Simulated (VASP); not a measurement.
# MnHg (P4/mmm) in VASP: notebook

One crystal, MnHg, is run at these levels: r2SCAN; tasks: single point.

Program: VASP 6.6.1. These are calculated values, not measurements. Logs are shortened: lines on timing, memory, paths and dates and some standing lists are left out, and cuts for length are marked.

## 1. Starting point

Symmetry: P4/mmm, No. 123, tetragonal system. The conventional cell has a = 3.288 Å, b = 3.288 Å, c = 3.313 Å, α = 90.00°, β = 90.00°, γ = 90.00°. Around Hg (site symmetry 4/mmm) lie 8 Mn at 2.85 Å. Mn (site symmetry 4/mmm) has 8 Hg at 2.85 Å as nearest neighbours.

## 2. Single point, r2SCAN, collinear spin, ferromagnetic start

Contents of INCAR:

```
  PREC = Accurate
  ENCUT = 400
  EDIFF = 0.001
  ISMEAR = 1
  SIGMA = 0.2
  LREAL = F
  LASPH = T
  NELM = 100
  ALGO = Normal
  ISIF = 2
  LWAVE = F
  LCHARG = F
  ISPIN = 2
  MAGMOM = 0 4
  LORBIT = 11
  LMAXMIX = 4
  METAGGA = R2SCAN
  LMIXTAU = T
  NBANDS = 24
  ADDGRID = F
```

Contents of KPOINTS:

```
Automatic mesh
0
Gamma
  5 5 5
```

Contents of POSCAR:

```
MnHg
1.0
    3.2880000000      0.0000000000      0.0000000000
    0.0000000000      3.2880000000      0.0000000000
    0.0000000000      0.0000000000      3.3130000000
Hg Mn
1 1
Direct
    0.0000000000      0.0000000000      0.0000000000
    0.5000000000      0.5000000000      0.5000000000
```

Potentials or basis: VASP PAW PBE potentials, release 64 (Hg, Mn_pv).

The run is started by

```bash
> cat potpaw_PBE.64/Hg/POTCAR potpaw_PBE.64/Mn_pv/POTCAR > POTCAR
> mpirun -np 1 vasp_std > vasp.out
```

OUTCAR:

```text
PREC = Accurate
   ENCUT = 400
   EDIFF = 0.001
   ISMEAR = 1
   LREAL = F
   LASPH = T
   NELM = 100
   ISIF = 2
   ISPIN = 2
   LORBIT = 11
   METAGGA = R2SCAN

 Found     18 irreducible k-points:

 Following reciprocal coordinates:
            Coordinates               Weight
  0.000000  0.000000  0.000000      1.000000
  0.200000  0.000000  0.000000      4.000000
  0.400000  0.000000  0.000000      4.000000
  0.200000  0.200000  0.000000      4.000000
  0.400000  0.200000  0.000000      8.000000
  0.400000  0.400000  0.000000      4.000000
   k-points           NKPTS =     18   k-points in BZ     NKDIM =     18   number of bands    NBANDS=     24
   number of dos      NEDOS =    301   number of ions     NIONS =      2
   total plane-waves  NPLWV =  13824
   dimension x,y,z NGX =    24 NGY =   24 NGZ =   24
   dimension x,y,z NGXF=    48 NGYF=   48 NGZF=   48
   ions per type =               1   1
   NGX,Y,Z   is equivalent  to a cutoff of  12.13, 12.13, 12.04 a.u.
   NGXF,Y,Z  is equivalent  to a cutoff of  24.27, 24.27, 24.09 a.u.
 SYSTEM =  unknown system
   PREC   = accura    normal or accurate (medium, high low for compatibility)
   ISTART =      0    job   : 0-new  1-cont  2-samecut
   ICHARG =      2    charge: 1-file 2-atom 10-const
   ISPIN  =      2    spin polarized calculation?
   LNONCOLLINEAR =      F non collinear calculations
   LSORBIT =      F    spin-orbit coupling
   LASPH  =      T    aspherical Exc in radial PAW
   ENCUT  =  400.0 eV  29.40 Ry    5.42 a.u.   5.36  5.36  5.40*2*pi/ulx,y,z
   NELM   =    100;   NELMIN=  2; NELMDL= -5     # of ELM steps
   EDIFF  = 0.1E-02   stopping-criterion for ELM
   LREAL  =      F    real-space projection
   EDIFFG = 0.1E-01   stopping-criterion for IOM
   NSW    =      0    number of steps for IOM
   IBRION =     -1    ionic relax: 0-MD 1-quasi-New 2-CG
   NFREE  =      0    steps in history (QN), initial steepest desc. (CG)
   ISIF   =      2    stress and relaxation
   ISYM   =      2    0-nonsym 1-usesym 2-fastsym
   POTIM  = 0.5000    time-step for ionic-motion
   TEBEG  =    0.0;   TEEND  =   0.0 temperature during run
   PSTRESS=    0.0 pullay stress
   NELECT =      25.0000    total number of electrons
   NUPDOWN=      -1.0000    fix difference up-down
   EMIN   =  10.00;   EMAX   =-10.00  energy-range for DOS
   EFERMI =   0.00;   METHOD = LEGACY
   ISMEAR =     1;   SIGMA  =   0.20  broadening in eV -4-tet -1-fermi 0-gaus
   EFERMI_NEDOS =   21; number of points for ismear=-14 and -15
   IALGO  =     38    algorithm
   IMIX   =      4    mixing-type and parameters
     AMIX     =   0.40;   BMIX     =  1.00
     AMIX_MAG =   1.60;   BMIX_MAG =  1.00
  volume/ion in A,a.u.               =      17.91       120.85
  Fermi-wavevector in a.u.,A,eV,Ry     =   1.452200  2.744260 28.693127  2.108885
  Thomas-Fermi vector in A             =   2.569610
   LORBIT       =     11    0 simple, 1 ext, 2 COOP (PROOUT), +10 PAW based schemes
   METAGGA = R2SCAN    functional components
   LHFCALC =     F    Hartree Fock is set to
   AEXX    =    0.0000 exact exchange contribution
   IVDW    =     0    specifies the selected vdW correction
   LEPSILON=     F    determine dielectric tensor
   LRPA    =     F    only Hartree local field effects (RPA)
 spin polarized calculation
 Methfessel and Paxton  Order N= 1 SIGMA  =   0.20
  energy-cutoff  :      400.00
  volume of cell :       35.82
 maximum number of plane-waves:       664
 NGX is ok and might be reduce to    24
   NGX = 11   NGY = 11   NGZ = 11

 number of electron      24.9999979 magnetization       4.2124282

 Free energy of the ion-electron system (eV)
  ---------------------------------------------------
  ext. energy  EPLUGINS =         0.00000000
  ---------------------------------------------------
  free energy    TOTEN  =       -64.01292178 eV

  energy without entropy =      -63.99990533  energy(sigma->0) =      -64.00858296

 E-fermi :   6.0815     XC(G=0): -12.7427

 val. band max:        6.0691646567   @ k =   0.2000   0.0000   0.2000
 cond. band min:       6.0854145414   @ k =   0.2000   0.2000   0.0000
 fundamental gap:      0.0162498848
 Fermi energy:         6.0814977098

 spin component 1

 k-point     1 :       0.0000    0.0000    0.0000
  band No.  band energies     occupation
      1     -47.1764      1.00000
      2     -47.1764      1.00000
      3     -47.1703      1.00000
      4      -4.5614      1.00000
      5      -3.0985      1.00000
      6      -3.0846      1.00000
[... 16 lines left out ...]
     23      23.5441      0.00000
     24      27.5027      0.00000

 k-point     2 :       0.2000    0.0000    0.0000
  band No.  band energies     occupation
      1     -47.1833      1.00000
      2     -47.1765      1.00000
      3     -47.1702      1.00000
      4      -3.9421      1.00000
      5      -2.9751      1.00000
      6      -2.7565      1.00000
[... 16 lines left out ...]
     23      22.7576      0.00000
     24      23.1095      0.00000

 k-point     3 :       0.4000    0.0000    0.0000
  band No.  band energies     occupation
      1     -47.1929      1.00000
      2     -47.1759      1.00000
      3     -47.1695      1.00000
      4      -3.0513      1.00000
      5      -2.7756      1.00000
      6      -2.1680      1.00000
[... 16 lines left out ...]
     23      20.0639      0.00000
     24      27.7041      0.00000

 k-point     4 :       0.2000    0.2000    0.0000
  band No.  band energies     occupation
      1     -47.1828      1.00000
      2     -47.1826      1.00000
      3     -47.1698      1.00000
      4      -3.4184      1.00000
      5      -2.7629      1.00000
      6      -2.5805      1.00000
[... 16 lines left out ...]
     23      22.8713      0.00000
     24      23.4510      0.00000

 k-point     5 :       0.4000    0.2000    0.0000
  band No.  band energies     occupation
      1     -47.1923      1.00000
      2     -47.1818      1.00000
      3     -47.1690      1.00000
      4      -2.9007      1.00000
      5      -2.6799      1.00000
      6      -2.3100      1.00000
[... 16 lines left out ...]
     23      24.5455      0.00000
     24      25.2375      0.00000

 k-point     6 :       0.4000    0.4000    0.0000
  band No.  band energies     occupation
      1     -47.1914      1.00000
      2     -47.1913      1.00000
      3     -47.1682      1.00000
      4      -3.1931      1.00000
      5      -2.8544      1.00000
      6      -2.3454      1.00000
[... 16 lines left out ...]
     23      24.1584      0.00000
     24      24.9774      0.00000

 [... further k-points ...]

 spin component 2

 k-point     1 :       0.0000    0.0000    0.0000
  band No.  band energies     occupation
      1     -41.4821      1.00000
      2     -41.4779      1.00000
      3     -41.4779      1.00000
      4      -4.4861      1.00000
      5      -3.0618      1.00000
      6      -3.0470      1.00000
[... 16 lines left out ...]
     23      23.6848      0.00000
     24      29.1019      0.00000

 k-point     2 :       0.2000    0.0000    0.0000
  band No.  band energies     occupation
      1     -41.4871      1.00000
      2     -41.4819      1.00000
      3     -41.4779      1.00000
      4      -3.8864      1.00000
      5      -2.9688      1.00000
      6      -2.7002      1.00000
[... 16 lines left out ...]
     23      23.3941      0.00000
     24      24.2209      0.00000

 k-point     3 :       0.4000    0.0000    0.0000
  band No.  band energies     occupation
      1     -41.5003      1.00000
      2     -41.4809      1.00000
      3     -41.4770      1.00000
      4      -3.1344      1.00000
      5      -2.8300      1.00000
      6      -2.1380      1.00000
[... 16 lines left out ...]
     23      20.2149      0.00000
     24      28.6729      0.00000

 k-point     4 :       0.2000    0.2000    0.0000
  band No.  band energies     occupation
      1     -41.4865      1.00000
      2     -41.4860      1.00000
      3     -41.4814      1.00000
      4      -3.3573      1.00000
      5      -2.7122      1.00000
      6      -2.5635      1.00000
[... 16 lines left out ...]
     23      23.9042      0.00000
     24      24.2780      0.00000

 k-point     5 :       0.4000    0.2000    0.0000
  band No.  band energies     occupation
      1     -41.4993      1.00000
      2     -41.4849      1.00000
      3     -41.4803      1.00000
      4      -2.9190      1.00000
      5      -2.5887      1.00000
      6      -2.3448      1.00000
[... 16 lines left out ...]
     23      25.3602      0.00000
     24      26.0397      0.00000

 k-point     6 :       0.4000    0.4000    0.0000
  band No.  band energies     occupation
      1     -41.4978      1.00000
      2     -41.4977      1.00000
      3     -41.4789      1.00000
      4      -3.0500      1.00000
      5      -2.8284      1.00000
      6      -2.1921      1.00000
[... 16 lines left out ...]
     23      24.9789      0.00000
     24      25.7747      0.00000

 [... further k-points ...]

------------------------ aborting loop because EDIFF is reached ----------------------------------------

  FORCE on cell =-STRESS in cart. coord.  units (eV):
  Direction    XX          YY          ZZ          XY          YZ          ZX
  --------------------------------------------------------------------------------------
  -------------------------------------------------------------------------------------
  Total        0.5324959      0.5324959      0.5817119      0.0000000     -0.0000000      0.0000000
  in kB       23.8200026     23.8200026     26.0215700      0.0000000     -0.0000000      0.0000000
  external PRESSURE =      24.5538584 kB  Pullay stress =       0.0000000 kB

 VOLUME and BASIS-vectors are now :
 -----------------------------------------------------------------------------
  energy-cutoff  :      400.00
  volume of cell :       35.82
      direct lattice vectors                 reciprocal lattice vectors
     3.288000000  0.000000000  0.000000000     0.304136253  0.000000000  0.000000000
     0.000000000  3.288000000  0.000000000     0.000000000  0.304136253  0.000000000
     0.000000000  0.000000000  3.313000000     0.000000000  0.000000000  0.301841232

 POSITION                                       TOTAL-FORCE (eV/Angst)
 -----------------------------------------------------------------------------------
      0.00000      0.00000      0.00000         0.000000      0.000000      0.000000
      1.64400      1.64400      1.65650         0.000000      0.000000      0.000000
 -----------------------------------------------------------------------------------
    total drift:                                0.000000      0.000000     -0.000000

  FREE ENERGIE OF THE ION-ELECTRON SYSTEM (eV)
  ---------------------------------------------------
  free  energy   TOTEN  =       -64.0129217816 eV

  energy  without entropy=      -63.9999053291  energy(sigma->0) =      -64.00858296

 total charge

# of ion       s       p       d       tot
------------------------------------------
    1        0.840   0.558   9.241  10.639
    2        0.273   6.189   4.929  11.391
--------------------------------------------------
tot          1.113   6.748  14.170  22.030

 magnetization (x)

# of ion       s       p       d       tot
------------------------------------------
    1       -0.041  -0.066   0.056  -0.050
    2        0.033   0.027   4.060   4.120
--------------------------------------------------
tot         -0.008  -0.039   4.117   4.070
```

It took 38 s on 1 thread of Intel Xeon Platinum 8259CL at 2.50GHz (Skylake/Cascade Lake), shared host; peak memory 0.16 GiB.

These settings aren't checked as converged: the numbers below hold their error.

Results:

| Quantity | Value |
| --- | --- |
| Free energy | -64.0129 eV |
| Pressure | 2.5 GPa |
| Band gap on the k mesh | none (metal or under the smearing width) |
| Net moment | 4.21 μB per cell |
| Site moments | Hg -0.05; Mn +4.12 μB |
| Valence electrons inside the program's atomic spheres | Hg 10.64; Mn 11.39 |

Caveat: the k mesh is coarse (spacing up to 0.38 Å⁻¹), so the values aren't converged; the PAW data sets were made with another functional, which shifts forces and pressure a little.

## 3. Single point, r2SCAN, collinear spin, ferromagnetic start

INCAR is that of step 2.

KPOINTS is that of step 2.

Contents of POSCAR:

```
MnHg
1.0
    3.2880000000      0.0000000000      0.0000000000
    0.0000000000      3.2880000000      0.0000000000
    0.0000000000      0.0000000000      3.3130000000
Hg Mn
1 1
Direct
    0.0037350000      0.0043450000     -0.0026990000
    0.4987650000      0.4794400000      0.4654080000
```

Potentials or basis: VASP PAW PBE potentials, release 64 (Hg, Mn_pv).

The run is started by

```bash
> cat potpaw_PBE.64/Hg/POTCAR potpaw_PBE.64/Mn_pv/POTCAR > POTCAR
> mpirun -np 1 vasp_std > vasp.out
```

Run time: 1.8 min. Hardware: 1 thread of Intel Xeon Platinum 8259CL at 2.50GHz (Skylake/Cascade Lake), shared host; peak memory 0.2 GiB.

The run converged, but some of its settings lie outside the range that counts as converged, so its numbers aren't taken as properties of the crystal.

Results:

- Free energy: -63.9831 eV
- Pressure: 2.9 GPa
- Largest force: 0.437 eV/Å
- Band gap on the k mesh: none (metal or under the smearing width)
- Net moment: 4.19 μB per cell
- Site moments: Hg -0.05; Mn +4.11 μB
- Valence electrons inside the program's atomic spheres: Hg 10.64; Mn 11.40

Caveat: the k mesh is coarse (spacing up to 0.38 Å⁻¹), so the values aren't converged; the PAW data sets were made with another functional, which shifts forces and pressure a little.

## 4. The reference run

An earlier run on the cell as given: functional PBE; potentials or basis VASP PAW PBE potentials, release 64 (Hg, Mn_pv); cutoff 520 eV; k mesh 8 × 8 × 8; occupations fermi-dirac, width 0.05 eV; collinear spin, ferromagnetic start; starting moments [0.0, 4.0] μB.

* Pressure: 2.5 GPa
* Band gap on the k mesh: none (metal or under the smearing width)
* Net moment: 3.88 μB per cell
* Site moments: Hg -0.06; Mn +3.80 μB
* Valence electrons inside the program's atomic spheres: Hg 10.61; Mn 11.42
